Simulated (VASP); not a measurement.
Output of a VASP run:

File OSZICAR:
```
       N       E                     dE             d eps       ncg     rms          rms(c)
DAV:   1     0.247643633531E+02    0.24764E+02   -0.48609E+03  7188   0.147E+03
DAV:   2    -0.345279531706E+01   -0.28217E+02   -0.27139E+02  7084   0.167E+02
DAV:   3    -0.386903186973E+01   -0.41624E+00   -0.41571E+00  8225   0.266E+01
DAV:   4    -0.387259512830E+01   -0.35633E-02   -0.35628E-02  7925   0.218E+00
DAV:   5    -0.387268226896E+01   -0.87141E-04   -0.87139E-04  8059   0.292E-01    0.108E+01
DAV:   6    -0.312435919466E+01    0.74832E+00   -0.14353E+01  7380   0.634E+01    0.518E+00
DAV:   7    -0.288784226160E+01    0.23652E+00   -0.20385E+00  7414   0.228E+01    0.222E+00
DAV:   8    -0.286817856841E+01    0.19664E-01   -0.24505E-02  9885   0.189E+00    0.961E-01
DAV:   9    -0.286624407214E+01    0.19345E-02   -0.11521E-03 10368   0.334E-01    0.259E-01
DAV:  10    -0.286579046455E+01    0.45361E-03   -0.44512E-04  9083   0.175E-01    0.389E-02
DAV:  11    -0.286579734898E+01   -0.68844E-05   -0.69913E-06  8646   0.363E-02    0.301E-02
DAV:  12    -0.286579936550E+01   -0.20165E-05   -0.18618E-06  8981   0.160E-02    0.526E-03
DAV:  13    -0.286579970184E+01   -0.33634E-06   -0.25974E-07  6130   0.494E-03    0.130E-03
DAV:  14    -0.286579970373E+01   -0.18881E-08   -0.58139E-09  3603   0.890E-04
   1 F= -.28657997E+01 E0= -.28659526E+01  d E =0.458668E-03  mag=     0.6030
```

### OUTCAR
```
------------------------ aborting loop because EDIFF is reached ----------------------------------------
  FORCE on cell =-STRESS in cart. coord.  units (eV):
  Direction    XX          YY          ZZ          XY          YZ          ZX
  --------------------------------------------------------------------------------------
  Total        0.9660598      0.9660598      0.9660598     -0.0000000     -0.0000000      0.0000000
  in kB      155.3829878    155.3829878    155.3829878     -0.0000000     -0.0000000      0.0000000
  external PRESSURE =     155.3829878 kB  Pullay stress =       0.0000000 kB
  volume of cell :        9.96
      direct lattice vectors                 reciprocal lattice vectors
     0.000000000  1.707760806  1.707760806    -0.292781049  0.292781049  0.292781049
     1.707760806  0.000000000  1.707760806     0.292781049 -0.292781049  0.292781049
     1.707760806  1.707760806  0.000000000     0.292781049  0.292781049 -0.292781049
 POSITION                                       TOTAL-FORCE (eV/Angst)
 -----------------------------------------------------------------------------------
      0.00000      0.00000      0.00000         0.000000      0.000000      0.000000
 -----------------------------------------------------------------------------------
    total drift:                                0.000000     -0.000000      0.000000
  FREE ENERGIE OF THE ION-ELECTRON SYSTEM (eV)
  ---------------------------------------------------
  free  energy   TOTEN  =        -2.8657997037 eV

  energy  without entropy=       -2.8662583712  energy(sigma->0) =       -2.86595259

 total charge

# of ion       s       p       d       tot
------------------------------------------
    1        0.539   0.579   8.375   9.493

 magnetization (x)

# of ion       s       p       d       tot
------------------------------------------
    1       -0.006  -0.023   0.633   0.604
```
(Selected blocks of OUTCAR.)

**POSCAR**
```
Ni
1
    0.0000000000     1.7077608056     1.7077608056
    1.7077608056     0.0000000000     1.7077608056
    1.7077608056     1.7077608056     0.0000000000
Ni
1
Direct
  0.0000000000   0.0000000000   0.0000000000
```

Write an INCAR and KPOINTS that could have produced this output.

One answer among several that fit: the input of the run itself, optB86b-vdW, plane waves, VASP's PBE PAW potentials (set 64).

**INCAR**
```
SYSTEM  =  Ni
PREC  =  Accurate; ENCUT  =  520; LREAL  =  .FALSE.
LASPH  =  .TRUE.
EDIFF  =  1E-7; NELM  =  100; ALGO  =  Normal
LMAXMIX  =  4
ISMEAR  =  1; SIGMA  =  0.1
GGA  =  MK; LUSE_VDW  =  .TRUE.; AGGAC  =  0.0
PARAM1  =  0.1234; PARAM2  =  1.0
ISPIN  =  2; MAGMOM  =  0.6
ISIF  =  2
LWAVE  =  .FALSE.; LCHARG  =  .FALSE.; LORBIT  =  10
```

### KPOINTS
```
K-points
0
G
 18 18 18
```

POTCAR, in this order: Ni (PBE.64 set). Program: vasp_std.

The compound is Ni in the fcc structure. This cell is one point of a volume scan, at 0.94 of the reference volume.
